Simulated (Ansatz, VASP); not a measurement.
# TaN: VASP beside Ansatz

Aim: how closely do two programs agree when they are given the same cell, functional and k mesh? Of the first pair: The structure shown is the end of the Ansatz relaxation below.

Main program and level: Ansatz 0.2.0; plane waves, with VASP 6.6.1 beside it; single point at LDA and zone-centre phonons at LDA.

## Step 1: Set-up

The structure is hexagonal, space group P-6m2 (No. 187). The conventional cell has a = 2.896 Å, b = 2.896 Å, c = 2.843 Å, α = 90.00°, β = 90.00°, γ = 120.00°. Nearest to N lie 6 Ta at 2.19 Å. Ta has 6 N at 2.19 Å nearest. Farther neighbours and most contacts between anions are not listed.

## Step 2: Ansatz: relaxation, LDA

Ansatz runs on its PAW soft_1 files.

This run makes the geometry at which the two programs are then compared.

Input file input.yaml:

```yaml
crystal:
  lattice:
    - [2.8898621912, 0.0, 0.0]
    - [-1.4449310956, 2.5026940711, 0.0]
    - [0.0, 0.0, 2.8557956617]
  atoms:
    - { symbol: "N", position: [0.6666666667, 0.3333333333, 0.0] }
    - { symbol: Ta, position: [0.0, 0.0, 0.5] }
kpoints:
  mp_grid: { grid: [18, 18, 16] }
hamiltonian:
  xc: lda
  pseudopotentials: { kind: paw, azcp: { folder: soft_1 }, xc_functional: pbe }
scf:
  occupations: { method: methfessel_paxton, width: 0.2 }
output:
  forces: true
  stress: true
  eigenvalues: true
relax:
  adjacent_minimum: "off"
  f_tol: 0.001
  max_steps: 60
  cell: { stress_tol: 0.01, fix: [volume] }
```

Command:

```sh
ansatz run input.yaml --threads 4 --pin off --max-ram 10240MiB --backend cpu --events-out ev --progress --plain --runs-dir out
```

Numbers of over 12 decimals in the logs are rounded to 6 here.

Output:

```text
Engine: ansatz 0.2.0, aarch64-unknown-linux-gnu
Pseudopotentials: kind: paw
Pseudopotential: N, paw, valence charge 5, recommended cutoff 420 eV (normal), soft_1/N.paw.azcp
Pseudopotential: Ta, paw, valence charge 13, recommended cutoff 420 eV (normal), soft_1/Ta.paw.azcp
Functional definition: SPW92
  exchange = slater_x
  correlation = pw_c
Crystal: 2 atoms, lattice volume = 20.654 Å³
Basis set: ecut = 420 eV, 405 PW (Γ)
Bands: 13, of which v1, the nominal top of the filled ones, is band 9 counted from 1 (8 counted from 0)
Symmetry: 12 space group operations
Space group: P-6m2 (ITA 187), of the structure as read, at distance tolerance 2.7e-5 Å
k-points: 333 of 5184 (time reversal used)
Non-local potential: N, projectors of the file, l = 0: 2, l = 1: 2, l = 2: 1
Non-local potential: Ta, projectors of the file, l = 0: 3, l = 1: 2, l = 2: 2, l = 3: 1
PAW form: soft (Blöchl's): semilocal exchange-correlation on the pseudo side does not see the compensation charge
PAW frozen core: N, regenerated for the run's functional, and the local potential with it (the file was generated under x = pbe(κ = 0.804, μ = 0.219515), c = pbe(β = 0.066725))
PAW frozen core: Ta, regenerated for the run's functional, and the local potential with it (the file was generated under x = pbe(κ = 0.804, μ = 0.219515), c = pbe(β = 0.066725))
PAW one-centre angular grid: N, 110 points (default); XC on 64 Gauss nodes
PAW one-centre angular grid: Ta, 590 points (default); XC on 64 Gauss nodes
Initial density: superposition of atomic densities (chi_scale 0.1, normalization cell, long waves kept (reshape's long-wave potential 0.00 eV rms))
Initial wavefunctions: pseudopotential atomic-orbital guess
Functional: x = slater, c = lda
SCF iter   1: F=—  HF=-10060.081838 eV  |F-HF|=—  |Δ(HF+E_count)|=         —  Δρ=4.94e-2  dr2=3.03e-1  ethr=3.10e-3  ⟨swp⟩=5.0  Hψ=21462  notcnv=0
preconditioner: auto → none  [metal: Δε(μ)=0.072 eV  Ē_g=11.477 eV  σ=0.200 eV  W_gap=0.30  n_scr=8 (ndim 8)  ℏωp=25.8 eV  f_vac=0.000  D(μ)=0.05/eV (n_scr^D=0)  sad-step TF]
SCF iter   2: F=—  HF=-10060.054058 eV  |F-HF|=—  |Δ(HF+E_count)|=   2.78e-2  S|Δr|=    0.00e0  Δρ=3.07e-2  dr2=1.26e-1  ethr=1.68e-3  ⟨swp⟩=1.0  Hψ=6993  notcnv=0
SCF iter   3: F=—  HF=-10060.029253 eV  |F-HF|=—  |Δ(HF+E_count)|=   2.48e-2  S|Δr|=    0.00e0  Δρ=1.52e-3  dr2=2.31e-4  ethr=6.99e-4  ⟨swp⟩=2.7  Hψ=5983  notcnv=0
SCF iter   4: F=—  HF=-10060.029330 eV  |F-HF|=—  |Δ(HF+E_count)|=   7.71e-5  S|Δr|=    0.00e0  Δρ=3.02e-4  dr2=1.96e-5  ethr=1.28e-6  ⟨swp⟩=2.5  Hψ=7074  notcnv=0
SCF iter   5: F=—  HF=-10060.029325 eV  |F-HF|=—  |Δ(HF+E_count)|=   5.01e-6  S|Δr|=    0.00e0  Δρ=3.26e-5  dr2=5.75e-8  ethr=5.56e-10  ⟨swp⟩=5.8  Hψ=25607  notcnv=0
SCF iter   6: F=-10060.029325 eV  HF=-10060.029325 eV  |F-HF|=5.97e-10  |Δ(HF+E_count)|=   8.36e-9  S|Δr|=    0.00e0  Δρ=3.81e-6  dr2=1.32e-9  ethr=3.20e-10  ⟨swp⟩=2.0  Hψ=14601  notcnv=0
SCF 1 converged in 6 iterations: F = -10060.029325 eV  dr2 = 1.32e-9
  greatest PAW one-centre occupation: 0.999 electrons in one spin orbital (limit 2), on the Ta atom at site 1 (counted from 0), in its partial waves of l = 0
relax step   1: F+E_penalty+E_count = -10060.02932535 eV  Δ(F+E_penalty+E_count) = +0.000e0 eV  max|allowed force component| = 7.401e-17 eV/Å  Δτ_max = 0.0000 Å  P = +3.713 GPa  Ω = 20.654 Å³  fix = [volume]  reactions: volume +3.713 GPa  (6 SCF iters, dr2 threshold 1.00e-7 eV, accepted)
[...]
relax step   2: F+E_penalty+E_count = -10060.02610339 eV  Δ(F+E_penalty+E_count) = +3.222e-3 eV  max|allowed force component| = 1.110e-16 eV/Å  Δτ_max = 0.0000 Å  P = +4.320 GPa  Ω = 20.654 Å³  energy of the carried Pulay correction = +4.966e-6 eV  fix = [volume]  (4 SCF iters, dr2 threshold 2.00e-7 eV, rejected (line search))
[...]
relax step   3: F+E_penalty+E_count = -10060.03056617 eV  Δ(F+E_penalty+E_count) = -1.241e-3 eV  max|allowed force component| = 7.401e-17 eV/Å  Δτ_max = 0.0000 Å  P = +3.904 GPa  Ω = 20.654 Å³  energy of the carried Pulay correction = +1.704e-6 eV  fix = [volume]  reactions: volume +3.904 GPa  (7 SCF iters, accepted)
[...]
relax step   4: F+E_penalty+E_count = -10060.03056634 eV  Δ(F+E_penalty+E_count) = -1.763e-7 eV  max|allowed force component| = 6.476e-17 eV/Å  Δτ_max = 0.0000 Å  P = +3.906 GPa  Ω = 20.654 Å³  energy of the carried Pulay correction = +1.723e-6 eV  fix = [volume]  reactions: volume +3.906 GPa  (2 SCF iters, dr2 threshold 2.82e-9 eV, accepted)
[...]
relax step   5: F+E_penalty+E_count = -10060.03055583 eV  Δ(F+E_penalty+E_count) = +1.051e-5 eV  max|allowed force component| = 3.701e-17 eV/Å  Δτ_max = 0.0000 Å  P = +3.907 GPa  Ω = 20.654 Å³  fix = [volume]  reactions: volume +3.907 GPa  stress off target by 1.76e-2 GPa on what of the cell is left free  SCF on the basis re-selected at this cell (its energy is not comparable with the rows above)  (4 SCF iters)
[...]
relax step   6: F+E_penalty+E_count = -10060.03055589 eV  Δ(F+E_penalty+E_count) = -5.717e-8 eV  max|allowed force component| = 3.701e-17 eV/Å  Δτ_max = 0.0000 Å  P = +3.908 GPa  Ω = 20.654 Å³  energy of the carried Pulay correction = +1.416e-8 eV  fix = [volume]  reactions: volume +3.908 GPa  (2 SCF iters, dr2 threshold 7.74e-10 eV, accepted)
[...]
relax step   7: F+E_penalty+E_count = -10060.03055613 eV  Δ(F+E_penalty+E_count) = -2.440e-7 eV  max|allowed force component| = 3.701e-17 eV/Å  Δτ_max = 0.0000 Å  P = +3.908 GPa  Ω = 20.654 Å³  fix = [volume]  reactions: volume +3.908 GPa  stress off target by 1.35e-4 GPa on what of the cell is left free  SCF on the basis re-selected at this cell (its energy is not comparable with the rows above)  (4 SCF iters)
basis re-selected at this cell: Δ(F+E_penalty+E_count) = -2.440e-7 eV, ΔP = +0.000 GPa vs the last step (what re-selecting the basis moved, of the pressure what is left beyond the Pulay correction that the steps carried, after the strain that the cell walked since its last selection, with what the two solves' SCF thresholds leave and, on support functions, any second-order correction that the steps lacked; it is no m [...]
SCF converged after 4 iterations
Stability not checked: this state was not tested for a lower state beside it, because cold or Methfessel-Paxton smearing, or corrected tetrahedra, fill the levels in a way that the test cannot read (fill_not_monotonic; see scf.lower_state_search)
Free energy (F): -10060.030556 eV
Harris-Foulkes:  -10060.030556 eV  (|F-HF|=3.64e-12)
Internal energy: -10060.031387 eV  (E = F + TS)
E sigma→0 (E₀):  -10060.030764 eV
Entropy (-TS):   0.000831 eV (0.415 meV/atom)
Fermi energy:    20.632126 eV
--- Per-component energies (eV) ---
  E_band       = -43.302521
  E_kinetic    = 526.554507
  E_local      = -566.560968  (includes V_loc(G=0)·N_el)
  E_nonlocal   = 30.454255
  E_hartree    = 203.564792
  E_xc         = -379.599228
  E_vxc        = -311.876164  (∫ρ·V_xc dr)
  E_paw        = -8176.840655  (= ΣΔE_a)
  E_vpaw       = -129.004593  (= ΣTr[D̂ρ^β])
  E_aug_tail   = 0.000856  (compensation charges beyond the density's cutoff)
  E_ewald      = -1697.943987
  E_core_change = 0.339041  (= ΣΔE_core)
  E_smearing   = 0.000831  (= −TS)
  E_closure    = -0.000000  (closes the sum)
  Σ components = -10060.030556   (vs F -10060.030556, Δ=0.00e0)
--- Forces (eV/Å), atoms counted from 1 ---
  atom   1  N      0.00000000     0.00000000     0.00000000
  atom   2  Ta     0.00000000     0.00000000     0.00000000
  max |Σ_I F_I| component: 2.22e-16 eV/Å
--- Stress (GPa, compression-positive) ---
        3.908284       0.000000       0.000000
        0.000000       3.908284       0.000000
        0.000000       0.000000       3.908486
  P = ⅓ Tr σ = 3.9084 GPa (39.084 kbar)
--- Band table (eV; the first three rows and the last of 333) ---
  k-point 0: bands = [... 5 lower, 15.9722, 15.9722, 16.3156, 17.7557, 23.3388, 24.4693, 24.4693, 24.8989]
  k-point 1: bands = [... 5 lower, 16.0060, 16.0060, 16.0242, 18.0015, 23.4759, 23.8174, 23.8174, 25.3979]
  k-point 2: bands = [... 5 lower, 15.3560, 16.1031, 16.1031, 18.5787, 22.9656, 22.9656, 23.8497, 25.7845]
  k-point 332: bands = [... 5 lower, 12.1167, 14.0306, 16.8348, 20.4111, 25.5590, 26.0582, 27.7951, 28.6255]
--- Relaxed structure (5 steps of the walk, 4 accepted, 2 SCFs on fresh bases) ---
  F+E_penalty+E_count = -10060.03055613 eV   max|allowed force component| = 3.701e-17 eV/Å   (the final SCF, on the basis selected at the relaxed cell)
  cell:  # Å, volume = 20.6544 Å³
    - [2.896121, 0.0, 0.0]
    - [-1.448061, 2.508114, 0.0]
    - [0.0, 0.0, 2.843466]
  atoms:
    - { symbol: N, position: [0.666667, 0.333333, 0.0] }
    - { symbol: Ta, position: [-3.700743415524894e-17, 0, 0.5] }
```

## Step 3: VASP: single point, LDA

The same cell, functional (in two slightly different forms), mesh and smearing now go to VASP, with its own data sets.

Lines of VASP's logs that name or quote its potential files are left out, and so is its time.

Input file INCAR:

```
SYSTEM = TaN
PREC = Accurate
ENCUT = 600
EDIFF = 1E-06
NELM = 120
ISMEAR = 1
SIGMA = 0.2
LREAL = .FALSE.
ALGO = Normal
GGA = CA
NBANDS = 14
LASPH = .TRUE.
LORBIT = 11
LWAVE = .FALSE.
LCHARG = .FALSE.
ISIF = 2
GGA_COMPAT = .FALSE.
KPAR = 2
```

Input file POSCAR:

```
TaN
1.0
    2.8961210043      0.0000000000      0.0000000000
   -1.4480605021      2.5081143622      0.0000000000
    0.0000000000      0.0000000000      2.8434656676
N Ta
1 1
Direct
    0.6666666667      0.3333333333      0.0000000000
    0.0000000000      0.0000000000      0.5000000000
```

Input file KPOINTS:

```
Automatic mesh
0
Gamma
18 18 16
0 0 0
```

The projector-augmented-wave data sets are N and Ta_pv (LDA family, release 64).

Command:

```sh
mpirun -np 2 vasp_std
```

Output:

```text
[banner, memory and clock lines left out]
running    2 mpi-ranks, on    1 nodes
 distrk:  each k-point on    1 cores,    2 groups
 distr:  one band on    1 cores,    1 groups

 POSCAR found type information on POSCAR N Ta
 POSCAR found :  2 types and       2 ions
 LDA part: xc-table for (Slater(with rela. corr.)+CA(PZ))
 , standard interpolation
 POSCAR, INCAR and KPOINTS ok, starting setup
 FFT: planning ... GRIDC
 FFT: planning ... GRID_SOFT
 FFT: planning ... GRID
 WAVECAR not read
 entering main loop
       N       E                     dE             d eps       ncg     rms          rms(c)
DAV:   1     0.996645053162E+02    0.99665E+02   -0.98160E+03  9332   0.134E+03
DAV:   2    -0.239759379936E+02   -0.12364E+03   -0.11711E+03 11364   0.332E+02
DAV:   3    -0.272292381279E+02   -0.32533E+01   -0.32370E+01 10632   0.510E+01
DAV:   4    -0.272438355356E+02   -0.14597E-01   -0.14594E-01 11274   0.376E+00
DAV:   5    -0.272439393178E+02   -0.10378E-03   -0.10378E-03 10860   0.295E-01    0.254E+01
DAV:   6    -0.248564632812E+02    0.23875E+01   -0.45434E+00 10260   0.252E+01    0.109E+01
DAV:   7    -0.247509978594E+02    0.10547E+00   -0.38464E-01 12528   0.577E+00    0.739E+00
DAV:   8    -0.247176488051E+02    0.33349E-01   -0.14368E-01 12288   0.329E+00    0.138E+00
DAV:   9    -0.247125331252E+02    0.51157E-02   -0.11163E-02 10080   0.890E-01    0.167E-01
DAV:  10    -0.247123472477E+02    0.18588E-03   -0.70394E-04 11886   0.312E-01    0.108E-01
DAV:  11    -0.247123178659E+02    0.29382E-04   -0.53125E-05 10482   0.701E-02    0.155E-02
DAV:  12    -0.247123179552E+02   -0.89270E-07   -0.29547E-06 11658   0.162E-02
   1 F= -.24712318E+02 E0= -.24712615E+02  d E =0.892472E-03
```

From OUTCAR (step 3):

```text
ion  position               nearest neighbor table
   1  0.667  0.333  0.000-   2 2.19   2 2.19   2 2.19   2 2.19   2 2.19   2 2.19
   2  0.000  0.000  0.500-   1 2.19   1 2.19   1 2.19   1 2.19   1 2.19   1 2.19

  LATTYP: Found a hexagonal cell.
 ALAT       =     2.8961210043
 C/A-ratio  =     0.9818186683

 Subroutine GETGRP returns: Found 12 space group operations
 (whereof 12 operations were pure point group operations)

The static configuration has the point symmetry D_3h.

 Found    333 irreducible k-points:

   k-points           NKPTS =    333   k-points in BZ     NKDIM =    333   number of bands    NBANDS=     14

   dimension x,y,z NGX =    24 NGY =   24 NGZ =   24
   dimension x,y,z NGXF=    48 NGYF=   48 NGZF=   48

   ENCUT  =  600.0 eV  44.10 Ry    6.64 a.u.   5.78  5.78  5.68*2*pi/ulx,y,z

   NELECT =      16.0000    total number of electrons

 k-points in reciprocal lattice and weights: Automatic mesh
   0.00000000  0.00000000  0.00000000       0.000
   0.05555556 -0.00000000  0.00000000       0.001
   0.11111111 -0.00000000  0.00000000       0.001
   0.16666667 -0.00000000  0.00000000       0.001
   0.22222222  0.00000000  0.00000000       0.001
   0.27777778 -0.00000000  0.00000000       0.001
   0.33333333 -0.00000000  0.00000000       0.001
   0.38888889  0.00000000  0.00000000       0.001
   0.44444444  0.00000000  0.00000000       0.001
[...]
0.33333333  0.27777778  0.50000000       0.002
   0.33333333  0.33333333  0.50000000       0.000

 average (electrostatic) potential at core
       1 -60.9691       2 -34.8650

 E-fermi :   8.4821

 k-point     1 :       0.0000    0.0000    0.0000
  band No.  band energies     occupation
    ...
      4      -9.2923      2.00000
      5       3.8377      2.00000
      6       3.8377      2.00000
      7       4.1650      2.00000
      8       5.6441      2.00000
      9      11.2661     -0.00000
     10      12.3449     -0.00000
     11      12.3449     -0.00000
     12      12.7461      0.00000
     13      12.7461      0.00000
    ...

 k-point     2 :       0.0556   -0.0000    0.0000
  band No.  band energies     occupation
    ...
      4      -9.2207      2.00000
      5       3.6227      2.00000
      6       3.8918      2.00000
      7       4.2787      2.00000
      8       5.5401      2.00000
      9      11.5154     -0.00000
     10      12.1946     -0.00000
     11      12.3533     -0.00000
     12      12.7100      0.00000
     13      12.8414      0.00000
    ...

 k-point     3 :       0.1111   -0.0000    0.0000
  band No.  band energies     occupation
    ...
      4      -9.0143      2.00000
      5       3.1256      2.00000
      6       4.0461      2.00000
      7       4.5345      2.00000
      8       5.2578      2.00000
      9      11.7894     -0.00000
     10      12.1860     -0.00000
     11      12.3885     -0.00000
     12      12.6074      0.00000
     13      13.0885      0.00000
    ...

  Total        0.7605283      0.7605283      0.7942386      0.0000000      0.0000000      0.0000000
  in kB       58.9948236     58.9948236     61.6097603      0.0000000      0.0000000      0.0000000
  external PRESSURE =      59.8664692 kB  Pullay stress =       0.0000000 kB

  energy-cutoff  :      600.00
  volume of cell :       20.65
      direct lattice vectors                 reciprocal lattice vectors
     2.896121004  0.000000000  0.000000000     0.345289440  0.199352951  0.000000000
    -1.448060502  2.508114362  0.000000000     0.000000000  0.398705902  0.000000000
     0.000000000  0.000000000  2.843465668     0.000000000  0.000000000  0.351683515

 POSITION                                       TOTAL-FORCE (eV/Angst)
 -----------------------------------------------------------------------------------
      1.44806      0.83604      0.00000        -0.000000      0.000000      0.000000
      0.00000      0.00000      1.42173         0.000000      0.000000      0.000000
 -----------------------------------------------------------------------------------
    total drift:                               -0.000000      0.000000      0.000000

  FREE ENERGIE OF THE ION-ELECTRON SYSTEM (eV)
  ---------------------------------------------------
  free  energy   TOTEN  =       -24.7123179552 eV

  energy  without entropy=      -24.7132104269  energy(sigma->0) =      -24.71261545

 total charge
# of ion       s       p       d       tot
------------------------------------------
    1        1.215   2.508   0.000   3.723
    2        0.316   6.292   2.521   9.129
--------------------------------------------------
tot          1.531   8.799   2.521  12.852

[... 3 further parts left out ...]
```

The run ends at a pressure of 5.99 GPa.

## Step 4: Side by side

Known differences besides the potentials themselves: the two LDA forms differ slightly; the data sets hold 18 valence electrons in Ansatz (on its PAW soft_1 files) and 16 in VASP; the cutoff is 420 eV in Ansatz and 600 eV in VASP; VASP's log shows a relativistic correction to its local exchange, Ansatz's none; Ansatz's pressure holds a Pulay correction, VASP's none. Total energies have different zeros and are not compared.

Compared:

| quantity | Ansatz | VASP | difference |
| --- | --- | --- | --- |
| pressure (GPa) | 3.91 | 5.99 | -2.08 |

[end of part 1 of 2]

[Lines on the potential files, build, host, timing and source positions are cut from VASP's logs without a mark.]

[Logs are printed without paths, hosts, clocks, repeated set-up lines and the standing remarks that a program may print on its own settings, such as how far it seeks lower states.]

[Hosts, paths, dates, database ids (printed as entryN), source tags and the programs' standing remarks are cut or masked in the printed files.]
